## Reading orbital counts in metallic Si₂N

A density of states can be sorted by atom and by orbital. Around each atom a sphere is drawn, and each filled state is credited to the s or p orbital it resembles inside that sphere. In the table, "projection electrons" is the charge credited in this way between −12 eV and the Fermi energy, and "projection band centre" is the mean energy of that charge, measured from the Fermi energy. Two boundaries are therefore built into each row: a sphere in space and a floor in energy. The density of states itself was computed with the tetrahedron method on a 14x14x14 mesh.

Si₂N (I4/mmm) at a fixed geometry, computed with VASP 6.6.1 using PBEsol, the recommended PAW PBE potentials and a 520 eV cutoff, without spin polarisation. The density of states uses the tetrahedron method on a 14x14x14 k mesh. Electrons are counted from −12 eV up to the Fermi energy, which is the zero for the band centres.

```csv
projection name,projection electrons (e),projection band centre (eV)
Si1_p,0.620,-4.070
Si2_p,0.620,-4.070
N3_p,2.090,-4.410
Si1_s,0.820,-6.270
Si2_s,0.820,-6.270
N3_s,0.340,-6.090
```

### 1. Which orbital holds the most charge, and why?

The p orbitals of nitrogen do, with 2.09 electrons. That is 39 % of all the charge in the table and more than three times the p charge of one silicon atom. Nitrogen attracts valence electrons more strongly than silicon, so the filled bonding states lean towards it.

The sizes of the orbitals and of the spheres matter too. The 2p shell of nitrogen is compact, because no inner p shell keeps it away from the nucleus. The 3p shell of silicon reaches further out, so more of it would escape from a sphere of the same radius. How far this affects the counts depends on the radius chosen for each element, which the table does not give. The ratio of the two counts thus mixes a chemical preference with a geometrical one, and should not be read as a measure of bond polarity alone.

### 2. Why do the s states of silicon lie below its p states?

An s electron can come close to the nucleus, where the inner electrons screen it less. A p electron is kept away by its angular momentum and is bound more weakly. In a free silicon atom this puts 3s well below 3p. In the crystal the two orbitals mix, but the lower bands keep more s character and the upper ones more p character.

The table shows the result: the centre of the filled s states is 2.2 eV below that of the filled p states. This is not the level splitting of the atom. Much of the silicon p character belongs to empty states above the Fermi energy, which the centre leaves out. What remains is mostly the part of the p shell that bonding has pulled down, so the distance between the filled centres is expected to understate the distance between the orbitals themselves.

### 3. Is the s shell of nitrogen nearly empty?

The table seems to say so. It credits nitrogen s with only 0.34 electrons, at −6.09 eV, slightly above silicon s. Both readings clash with atomic physics, since the 2s level of nitrogen is much deeper than either valence level of silicon.

The energy floor resolves the conflict. Without a floor, the same calculation finds 1.355 electrons of s character in the nitrogen sphere, four times the value in the table. The other 1.015 electrons must then lie below −12 eV, where the nitrogen 2s band is normally found. The row in the table describes only the remaining quarter, which belongs to higher bands.

A simple estimate shows how far this shifts the centre. Let $q_w$ and $E_w$ be the charge and the centre in the table, $q$ the full charge in the sphere, and $E_0=-12$ eV the floor. The charge below the floor has a mean energy of $E_0$ at most, so the centre $\bar E$ of the full charge obeys

$$
\bar E \le \frac{q_w E_w + (q-q_w)E_0}{q}
= \frac{0.34\,(-6.09) + 1.015\,(-12)}{1.355}\ \text{eV}
\approx -10.5\ \text{eV}.
$$

The full nitrogen s centre is therefore at least 4 eV deeper than the table suggests. The estimate gives a limit and not a position, because the true depth depends on where the 2s band lies below the floor.

The same step can be applied to silicon, which has only 5 to 6 % of its s and p charge below the floor. Such a small share is compatible with the tails that a nitrogen 2s band leaves in neighbouring spheres. With this charge placed at the floor, silicon s still lies about 2.1 eV below silicon p. The answer to the second question survives when the floor is removed, while the apparent place of nitrogen s does not.

### 4. Do the p states of silicon lie above those of nitrogen?

In the table they do, by 0.34 eV. For the free atoms the order would be the same and the distance far larger. The small value calls for an explanation, and two limiting cases suggest one.

Take one nitrogen p orbital and one higher silicon p orbital. If they don't interact, electrons fill the nitrogen level and the silicon level stays empty, so silicon p has no filled states and no centre to compare. If they do interact, the filled bonding state is a mixture,

$$
\psi = c_{\mathrm N}\,\varphi_{\mathrm N} + c_{\mathrm{Si}}\,\varphi_{\mathrm{Si}},
$$

where $\varphi$ stands for the orbital of each atom and $c$ for its amplitude. This state has a single energy, and both projections report it. The two centres coincide however unequal the amplitudes are. In this model the polarity of the bond appears in the electron counts but not in the distance between the centres.

The model shows how the two p centres can come so close, but it is too simple for the whole table. Silicon s also takes part in bonding, and its centre lies nearly 2 eV below that of nitrogen p. A crystal has many bonding bands, and each orbital favours some of them. Silicon also has bonds of another kind to offer. Each nitrogen has eight silicon neighbours and there are two silicon atoms per nitrogen, so each silicon has four nitrogen neighbours, at 2.37 Å. Its two other close contacts are silicon atoms at 2.40 Å, close to the bond length in elemental silicon. Bonding along these silicon chains probably contributes to the silicon p states near the Fermi energy, though the table can't separate it.

The order of the two p centres is not settled either. When the charge below −12 eV is placed at the floor, silicon p moves from 0.34 eV above nitrogen p to 0.03 eV below it. Rounding the silicon count to two decimals can alone shift the estimate by 0.06 eV. The missing charge really lies deeper than the floor, which lowers silicon p further, so the order is probably reversed when all the charge is counted. The safe statement is that the two centres lie close together, in an order that may depend on the floor.

### 5. Can the counts be turned into charges on the atoms?

They can't, and a short test shows why. Take the full sphere charges, with no energy floor, and subtract them from the valence electrons of the free atoms. Silicon then comes out at about +2.5 and nitrogen at about +1.5. Every atom in a neutral crystal would be positive.

Most of the electrons that seem to have vanished are between the spheres. The cell has 13 valence electrons, and the full s and p sphere charges account for only half of them. In the limit of very small spheres every count would fall to zero, and with very large ones the spheres would overlap and count some charge twice. No choice of radius is the natural one, so the counts serve to compare the character of bands within one calculation. They do not give oxidation states.

### 6. Which digits can be trusted?

The table carries two decimals; the final zero adds nothing. The two silicon atoms agree in every digit because symmetry makes them equivalent, so their agreement is no test of accuracy.

How many digits matter depends on the question asked. For silicon s against silicon p, "about 2 eV" holds with or without the charge below the floor. For silicon p against nitrogen p, even the first decimal depends on the floor. For nitrogen s, the leading digit of both the count and the centre does.

The geometry sets a further limit. The cell comes from relaxing an invented structure and was held fixed here, but it is not at rest with the present settings. The computed pressure is −3.0 GPa, and the negative sign means that the cell is stretched: it would shrink if allowed to. Closer atoms interact more strongly, which broadens the bands and moves their centres. At least the second decimal therefore belongs to this particular cell and not to a crystal relaxed with the same settings.

The k mesh and the cutoff are also usual working choices, not converged limits, and the atoms are held still, without thermal motion. A difference of a few hundredths of an eV, such as the reversed order of the two p centres, is too small to rely on.

### 7. What would change if another element took the place of nitrogen?

Begin with the number of electrons. Two silicon atoms bring eight valence electrons and nitrogen brings five. With paired spins, two electrons fill one band, so 13 electrons fill six and a half bands. At least one band must be partly filled, and the crystal is a metal whatever the strength of its bonds. The argument has two ways out, and the calculation tests neither: a magnetic state, in which the spins are not all paired, and a distortion that doubles the cell and so makes the number of electrons even.

The familiar insulator Si₃N₄ shows the other side of the rule. Its formula unit has 32 valence electrons, an even number, so its bands can be completely filled and a gap is allowed. Its silicon atoms are also bound to nitrogen at much shorter distances, roughly 1.7 Å. Band positions should therefore not be carried over from one compound to the other.

Now keep the structure and exchange the atom. Phosphorus has as many valence electrons as nitrogen, so the crystal would again be a metal as long as spins are paired. Oxygen adds one electron and makes the number even, which permits a gap but does not ensure one, since bands may still overlap.

The s row would respond in its own way. The 2s level of oxygen is deeper than that of nitrogen, so most of it would stay below the floor and its shell would again look nearly empty. The 3s level of phosphorus is higher, and its band could rise into the window. The s count would then jump, although both atoms have a filled s shell. Before such a jump is put down to chemistry, the full sphere charge should be compared with the charge in the window, as was done for nitrogen above.
